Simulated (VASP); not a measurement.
Given:

```
CELL_PARAMETERS angstrom
      2.05319     1.18541     3.51403
     -2.05319     1.18541     3.51403
      0.00000    -2.37082     3.51403
ATOMIC_POSITIONS crystal
  Dy 0.76240 0.76240 0.76240
  As 0.23760 0.23760 0.23760
```
Starting moments (μB, in the order of the record's atoms Dy As): 5.0 0.0.

Computed with PBE GGA, VASP's PBE PAW potentials (set 64) (plane waves; VASP). Run with 300 eV cut-off, 6×6×6 Γ-centred mesh, Gaussian smearing of 0.10 eV, potentials Dy As.

At this cut-off the stress carries a Pulay error, which pulls relaxed volumes low.

Question: Which forces act on the atoms, in eV/Å?

Answer: 
| atom | Fx | Fy | Fz |
|---|---|---|---|
| Dy1 | 0.000 | 0.000 | -1.157 |
| As2 | 0.000 | 0.000 | 1.157 |

Question: Give the stress tensor in GPa (positive for a compressed cell).

Answer: 
```
 1.95   0.00   0.00
 0.00   1.95   0.00
 0.00   0.00  -3.56
```
The pressure is its mean diagonal, 0.11 GPa.

The structure was generated: DyAs was put into an ordered model structure, which need not be its known phase. The cell was not relaxed at this level. The k-mesh is coarse (spacing up to 0.31 per Å, 2π included), so the numbers may not be converged in it.
